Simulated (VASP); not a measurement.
# Zr2Ni: structure and properties in VASP, part 12 of 17

Aim: relax Zr2Ni, then compute properties on the relaxed cell. The start is a cell from a database of measured crystal structures.

VASP 6.6.1, plane waves and PAW; the level of theory is named at each step.

Still holding for the runs below: This run allows spin, but its moments start at zero, where symmetry between the spins tends to hold them, which is where the search above led.

So far. Step 11 (Bands along the symmetry lines (r2SCAN + rVV10)): Of the bands kept, 3 cross the Fermi level on this path. Step 12 (Total and projected DOS (r2SCAN + rVV10)): The finer mesh and the other smearing move the Fermi level by -0.01 eV from the 7×7×7 run, a small shift, which tests the Fermi level alone. Of the states within 0.3 eV of the Fermi level, the largest shares in the PAW spheres are Zr d 40 %, Ni d 14 % and Ni p 6 %. The rest lies in smaller channels or between the spheres.

## Step 13: Zone-centre phonons (r2SCAN + rVV10)

Level of this step: r2SCAN with rVV10, zero-moment start; plane waves and PAW (Zr_sv, Ni) (VASP).

Zone-centre modes test whether the atoms sit at a minimum within this cell. IBRION = 6 takes the force constants from differences of forces between displaced cells, so the forces must be tight.

The input, INCAR:

```
SYSTEM = Zr2Ni
PREC = Accurate
ENCUT = 400
EDIFF = 1E-08
NELM = 100
ISMEAR = 1
SIGMA = 0.2
LREAL = .FALSE.
ALGO = Normal
METAGGA = R2SCAN
LUSE_VDW = .TRUE.
IVDW_NL = 2
BPARAM = 11.95
CPARAM = 0.0093
LASPH = .TRUE.
NBANDS = 45
ISPIN = 2
MAGMOM = -0 -0 -0 -0 0 0
LMAXMIX = 4
LORBIT = 11
LWAVE = .FALSE.
LCHARG = .FALSE.
KPAR = 8
IBRION = 6
NFREE = 2
POTIM = 0.015
ISIF = 2
NSW = 1
```

The input, POSCAR:

```
Zr2Ni
1.0
   -3.2248219807      3.2248219807      2.6123026764
    3.2248219807     -3.2248219807      2.6123026764
    3.2248219807      3.2248219807     -2.6123026764
Zr Ni
4 2
Direct
    0.6641183882      0.1641183882      0.8282367764
    0.1641183882      0.3358816118      0.5000000000
    0.3358816118      0.8358816118      0.1717632236
    0.8358816118      0.6641183882      0.5000000000
    0.2500000000      0.2500000000      0.0000000000
    0.7500000000      0.7500000000      0.0000000000
```

The input, KPOINTS:

```
Automatic mesh
0
Gamma
8 8 8
0 0 0
```

PAW data sets: Zr_sv and Ni (PBE family, release 64).

On the command line:

```
> mpirun -np 8 vasp_std
```

Output:

```text
[... set-up lines as in an earlier step ...]
 entering main loop
       N       E                     dE             d eps       ncg     rms          rms(c)
Total rVV10 correction in eV:      1.4521748    70.4878365
Total rVV10 correction in eV:      1.4521748    70.4878365
Total rVV10 correction in eV:      1.4521748    70.4878365
Total rVV10 correction in eV:      1.4521748    70.4878365
Total rVV10 correction in eV:      1.4521748    70.4878365
Total rVV10 correction in eV:      1.4521748    70.4878365
Total rVV10 correction in eV:      1.4521748    70.4878365
Total rVV10 correction in eV:      1.4521748    70.4878365
DAV:   1     0.671352058812E+03    0.67135E+03   -0.28555E+04 10620   0.144E+03
DAV:   2    -0.592953221520E+02   -0.73065E+03   -0.70819E+03 11407   0.447E+02
DAV:   3    -0.137928952750E+03   -0.78634E+02   -0.74429E+02 16092   0.138E+02
DAV:   4    -0.147839760095E+03   -0.99108E+01   -0.97344E+01 16944   0.397E+01
DAV:   5    -0.148464082830E+03   -0.62432E+00   -0.62369E+00 17085   0.965E+00    0.386E+01
Total rVV10 correction in eV:      1.3346249    70.4878382
Total rVV10 correction in eV:      1.3346249    70.4878382
Total rVV10 correction in eV:      1.3346249    70.4878382
Total rVV10 correction in eV:      1.3346249    70.4878382
Total rVV10 correction in eV:      1.3346249    70.4878382
Total rVV10 correction in eV:      1.3346249    70.4878382
Total rVV10 correction in eV:      1.3346249    70.4878382
Total rVV10 correction in eV:      1.3346249    70.4878382
DAV:   6    -0.136752636810E+03    0.11711E+02   -0.17537E+02 12372   0.153E+02    0.444E+01
Total rVV10 correction in eV:      1.3583832    70.4878389
Total rVV10 correction in eV:      1.3583832    70.4878389
Total rVV10 correction in eV:      1.3583832    70.4878389
Total rVV10 correction in eV:      1.3583832    70.4878389
Total rVV10 correction in eV:      1.3583832    70.4878389
Total rVV10 correction in eV:      1.3583832    70.4878389
Total rVV10 correction in eV:      1.3583832    70.4878389
Total rVV10 correction in eV:      1.3583832    70.4878389
DAV:   7    -0.116195046362E+03    0.20558E+02   -0.52281E+01 13621   0.532E+01    0.107E+01
Total rVV10 correction in eV:      1.3550438    70.4878386
Total rVV10 correction in eV:      1.3550438    70.4878386
Total rVV10 correction in eV:      1.3550438    70.4878386
Total rVV10 correction in eV:      1.3550438    70.4878386
Total rVV10 correction in eV:      1.3550438    70.4878386
Total rVV10 correction in eV:      1.3550438    70.4878386
Total rVV10 correction in eV:      1.3550438    70.4878386
Total rVV10 correction in eV:      1.3550438    70.4878386
DAV:   8    -0.116037903964E+03    0.15714E+00   -0.12745E+01 14829   0.337E+01    0.118E+01
Total rVV10 correction in eV:      1.3351310    70.4878382
Total rVV10 correction in eV:      1.3351310    70.4878382
Total rVV10 correction in eV:      1.3351310    70.4878382
Total rVV10 correction in eV:      1.3351310    70.4878382
Total rVV10 correction in eV:      1.3351310    70.4878382
Total rVV10 correction in eV:      1.3351310    70.4878382
Total rVV10 correction in eV:      1.3351310    70.4878382
Total rVV10 correction in eV:      1.3351310    70.4878382
DAV:   9    -0.115494549987E+03    0.54335E+00   -0.58072E+00 15922   0.245E+01    0.400E+00
Total rVV10 correction in eV:      1.3347187    70.4878385
Total rVV10 correction in eV:      1.3347187    70.4878385
Total rVV10 correction in eV:      1.3347187    70.4878385
Total rVV10 correction in eV:      1.3347187    70.4878385
Total rVV10 correction in eV:      1.3347187    70.4878385
Total rVV10 correction in eV:      1.3347187    70.4878385
Total rVV10 correction in eV:      1.3347187    70.4878385
Total rVV10 correction in eV:      1.3347187    70.4878385
DAV:  10    -0.115462504712E+03    0.32045E-01   -0.47714E-01 14869   0.374E+00    0.257E+00
Total rVV10 correction in eV:      1.3328156    70.4878384
Total rVV10 correction in eV:      1.3328156    70.4878384
Total rVV10 correction in eV:      1.3328156    70.4878384
Total rVV10 correction in eV:      1.3328156    70.4878384
Total rVV10 correction in eV:      1.3328156    70.4878384
Total rVV10 correction in eV:      1.3328156    70.4878384
Total rVV10 correction in eV:      1.3328156    70.4878384
Total rVV10 correction in eV:      1.3328156    70.4878384
DAV:  11    -0.115444665334E+03    0.17839E-01   -0.14085E-01 15044   0.346E+00    0.543E-01
Total rVV10 correction in eV:      1.3341109    70.4878384
Total rVV10 correction in eV:      1.3341109    70.4878384
Total rVV10 correction in eV:      1.3341109    70.4878384
Total rVV10 correction in eV:      1.3341109    70.4878384
Total rVV10 correction in eV:      1.3341109    70.4878384
Total rVV10 correction in eV:      1.3341109    70.4878384
Total rVV10 correction in eV:      1.3341109    70.4878384
Total rVV10 correction in eV:      1.3341109    70.4878384
DAV:  12    -0.115447295242E+03   -0.26299E-02   -0.24153E-02 14439   0.794E-01    0.273E-01
Total rVV10 correction in eV:      1.3346618    70.4878384
Total rVV10 correction in eV:      1.3346618    70.4878384
Total rVV10 correction in eV:      1.3346618    70.4878384
Total rVV10 correction in eV:      1.3346618    70.4878384
Total rVV10 correction in eV:      1.3346618    70.4878384
Total rVV10 correction in eV:      1.3346618    70.4878384
Total rVV10 correction in eV:      1.3346618    70.4878384
Total rVV10 correction in eV:      1.3346618    70.4878384
DAV:  13    -0.115447276486E+03    0.18756E-04   -0.89422E-04 15615   0.157E-01    0.115E-01
Total rVV10 correction in eV:      1.3350228    70.4878384
Total rVV10 correction in eV:      1.3350228    70.4878384
Total rVV10 correction in eV:      1.3350228    70.4878384
Total rVV10 correction in eV:      1.3350228    70.4878384
Total rVV10 correction in eV:      1.3350228    70.4878384
Total rVV10 correction in eV:      1.3350228    70.4878384
Total rVV10 correction in eV:      1.3350228    70.4878384
Total rVV10 correction in eV:      1.3350228    70.4878384
DAV:  14    -0.115447276940E+03   -0.45383E-06   -0.15520E-04 14506   0.745E-02    0.775E-02
Total rVV10 correction in eV:      1.3349742    70.4878384
Total rVV10 correction in eV:      1.3349742    70.4878384
Total rVV10 correction in eV:      1.3349742    70.4878384
Total rVV10 correction in eV:      1.3349742    70.4878384
Total rVV10 correction in eV:      1.3349742    70.4878384
Total rVV10 correction in eV:      1.3349742    70.4878384
Total rVV10 correction in eV:      1.3349742    70.4878384
Total rVV10 correction in eV:      1.3349742    70.4878384
DAV:  15    -0.115447243460E+03    0.33480E-04   -0.59277E-05 15209   0.804E-02    0.209E-02
[...]
Total rVV10 correction in eV:      1.3350168    70.4878384
Total rVV10 correction in eV:      1.3350168    70.4878384
Total rVV10 correction in eV:      1.3350168    70.4878384
Total rVV10 correction in eV:      1.3350168    70.4878384
Total rVV10 correction in eV:      1.3350168    70.4878384
Total rVV10 correction in eV:      1.3350168    70.4878384
Total rVV10 correction in eV:      1.3350168    70.4878384
Total rVV10 correction in eV:      1.3350168    70.4878384
   2 F= -.11544631E+03 E0= -.11544905E+03  d E =0.821248E-02  mag=     0.0000
[...]
3 F= -.11544660E+03 E0= -.11544920E+03  d E =0.780820E-02  mag=     0.0000
[...]
4 F= -.11544641E+03 E0= -.11544907E+03  d E =0.799443E-02  mag=     0.0000
[...]
5 F= -.11544641E+03 E0= -.11544907E+03  d E =0.799444E-02  mag=     0.0000
[...]
6 F= -.11544657E+03 E0= -.11544924E+03  d E =0.801427E-02  mag=     0.0000
[...]
7 F= -.11544657E+03 E0= -.11544924E+03  d E =0.801423E-02  mag=    -0.0000
[...]
8 F= -.11544654E+03 E0= -.11544921E+03  d E =0.801478E-02  mag=    -0.0000
 Finite differences progress:
  Degree of freedom:   4/  4
  Displacement:        1/  2
  Total:               7/  8
 bond charge predicted
       N       E                     dE             d eps       ncg     rms          rms(c)
Total rVV10 correction in eV:      1.3350560    70.4878378
Total rVV10 correction in eV:      1.3350560    70.4878378
Total rVV10 correction in eV:      1.3350560    70.4878378
Total rVV10 correction in eV:      1.3350560    70.4878378
Total rVV10 correction in eV:      1.3350560    70.4878378
Total rVV10 correction in eV:      1.3350560    70.4878378
Total rVV10 correction in eV:      1.3350560    70.4878378
Total rVV10 correction in eV:      1.3350560    70.4878378
DAV:   1    -0.115440869620E+03    0.56685E-02   -0.29939E+00 14504   0.508E+00    0.221E-01
Total rVV10 correction in eV:      1.3349505    70.4878378
Total rVV10 correction in eV:      1.3349505    70.4878378
Total rVV10 correction in eV:      1.3349505    70.4878378
Total rVV10 correction in eV:      1.3349505    70.4878378
Total rVV10 correction in eV:      1.3349505    70.4878378
Total rVV10 correction in eV:      1.3349505    70.4878378
Total rVV10 correction in eV:      1.3349505    70.4878378
Total rVV10 correction in eV:      1.3349505    70.4878378
DAV:   2    -0.115447173180E+03   -0.63036E-02   -0.25652E-02 18180   0.109E+00    0.256E-01
Total rVV10 correction in eV:      1.3350694    70.4878378
Total rVV10 correction in eV:      1.3350694    70.4878378
Total rVV10 correction in eV:      1.3350694    70.4878378
Total rVV10 correction in eV:      1.3350694    70.4878378
Total rVV10 correction in eV:      1.3350694    70.4878378
Total rVV10 correction in eV:      1.3350694    70.4878378
Total rVV10 correction in eV:      1.3350694    70.4878378
Total rVV10 correction in eV:      1.3350694    70.4878378
DAV:   3    -0.115446893151E+03    0.28003E-03   -0.32420E-03 19957   0.922E-01    0.174E-01
Total rVV10 correction in eV:      1.3350667    70.4878378
Total rVV10 correction in eV:      1.3350667    70.4878378
Total rVV10 correction in eV:      1.3350667    70.4878378
Total rVV10 correction in eV:      1.3350667    70.4878378
Total rVV10 correction in eV:      1.3350667    70.4878378
Total rVV10 correction in eV:      1.3350667    70.4878378
Total rVV10 correction in eV:      1.3350667    70.4878378
Total rVV10 correction in eV:      1.3350667    70.4878378
DAV:   4    -0.115446583085E+03    0.31007E-03   -0.60423E-04 19174   0.406E-01    0.737E-02
Total rVV10 correction in eV:      1.3349886    70.4878378
Total rVV10 correction in eV:      1.3349886    70.4878378
Total rVV10 correction in eV:      1.3349886    70.4878378
Total rVV10 correction in eV:      1.3349886    70.4878378
Total rVV10 correction in eV:      1.3349886    70.4878378
Total rVV10 correction in eV:      1.3349886    70.4878378
Total rVV10 correction in eV:      1.3349886    70.4878378
Total rVV10 correction in eV:      1.3349886    70.4878378
DAV:   5    -0.115446687111E+03   -0.10403E-03   -0.76188E-04 19421   0.378E-01    0.135E-01
Total rVV10 correction in eV:      1.3350558    70.4878378
Total rVV10 correction in eV:      1.3350558    70.4878378
Total rVV10 correction in eV:      1.3350558    70.4878378
Total rVV10 correction in eV:      1.3350558    70.4878378
Total rVV10 correction in eV:      1.3350558    70.4878378
Total rVV10 correction in eV:      1.3350558    70.4878378
Total rVV10 correction in eV:      1.3350558    70.4878378
Total rVV10 correction in eV:      1.3350558    70.4878378
DAV:   6    -0.115446536061E+03    0.15105E-03   -0.45174E-04 19310   0.308E-01    0.113E-02
Total rVV10 correction in eV:      1.3350472    70.4878378
Total rVV10 correction in eV:      1.3350472    70.4878378
Total rVV10 correction in eV:      1.3350472    70.4878378
Total rVV10 correction in eV:      1.3350472    70.4878378
Total rVV10 correction in eV:      1.3350472    70.4878378
Total rVV10 correction in eV:      1.3350472    70.4878378
Total rVV10 correction in eV:      1.3350472    70.4878378
Total rVV10 correction in eV:      1.3350472    70.4878378
DAV:   7    -0.115446538251E+03   -0.21893E-05   -0.27930E-05 15865   0.294E-02    0.825E-03
Total rVV10 correction in eV:      1.3350389    70.4878378
Total rVV10 correction in eV:      1.3350389    70.4878378
Total rVV10 correction in eV:      1.3350389    70.4878378
Total rVV10 correction in eV:      1.3350389    70.4878378
Total rVV10 correction in eV:      1.3350389    70.4878378
Total rVV10 correction in eV:      1.3350389    70.4878378
Total rVV10 correction in eV:      1.3350389    70.4878378
Total rVV10 correction in eV:      1.3350389    70.4878378
DAV:   8    -0.115446537971E+03    0.27968E-06   -0.33954E-06 17610   0.110E-02    0.329E-03
Total rVV10 correction in eV:      1.3350406    70.4878378
Total rVV10 correction in eV:      1.3350406    70.4878378
Total rVV10 correction in eV:      1.3350406    70.4878378
Total rVV10 correction in eV:      1.3350406    70.4878378
Total rVV10 correction in eV:      1.3350406    70.4878378
Total rVV10 correction in eV:      1.3350406    70.4878378
Total rVV10 correction in eV:      1.3350406    70.4878378
Total rVV10 correction in eV:      1.3350406    70.4878378
DAV:   9    -0.115446538178E+03   -0.20699E-06   -0.54707E-07 19862   0.870E-03    0.118E-03
Total rVV10 correction in eV:      1.3350415    70.4878378
Total rVV10 correction in eV:      1.3350415    70.4878378
Total rVV10 correction in eV:      1.3350415    70.4878378
Total rVV10 correction in eV:      1.3350415    70.4878378
Total rVV10 correction in eV:      1.3350415    70.4878378
Total rVV10 correction in eV:      1.3350415    70.4878378
Total rVV10 correction in eV:      1.3350415    70.4878378
Total rVV10 correction in eV:      1.3350415    70.4878378
DAV:  10    -0.115446538178E+03    0.11187E-09   -0.85890E-08 17526   0.258E-03
Total rVV10 correction in eV:      1.3350427    70.4878378
Total rVV10 correction in eV:      1.3350427    70.4878378
Total rVV10 correction in eV:      1.3350427    70.4878378
Total rVV10 correction in eV:      1.3350427    70.4878378
Total rVV10 correction in eV:      1.3350427    70.4878378
Total rVV10 correction in eV:      1.3350427    70.4878378
Total rVV10 correction in eV:      1.3350427    70.4878378
Total rVV10 correction in eV:      1.3350427    70.4878378
Total rVV10 correction in eV:      1.3350420    70.4878378
Total rVV10 correction in eV:      1.3350420    70.4878378
Total rVV10 correction in eV:      1.3350420    70.4878378
Total rVV10 correction in eV:      1.3350420    70.4878378
Total rVV10 correction in eV:      1.3350420    70.4878378
Total rVV10 correction in eV:      1.3350420    70.4878378
Total rVV10 correction in eV:      1.3350420    70.4878378
Total rVV10 correction in eV:      1.3350420    70.4878378
   9 F= -.11544654E+03 E0= -.11544921E+03  d E =0.801473E-02  mag=    -0.0000
 Finite differences progress:
  Degree of freedom:   4/  4
  Displacement:        2/  2
  Total:               8/  8
```

It took 32 min on 8 MPI ranks of Intel Xeon 6975P-C (Granite Rapids), shared host; peak memory 10 GiB.

(Part 12 of 17 ends here.)

[Lines on the potential files, build, host, timing and source positions are cut from VASP's logs without a mark.]

[Logs are printed without paths, hosts, clocks, repeated set-up lines and the standing remarks that a program may print on its own settings, such as how far it seeks lower states.]

[Hosts, paths, dates, database ids (printed as entryN), source tags and the programs' standing remarks are cut or masked in the printed files.]

[A measured line is paired with the nearest computed mode of its activity, which favours agreement.]

[In band tables of VASP the shares of atoms and orbitals are scaled to a sum of 1 inside the atoms' spheres.]
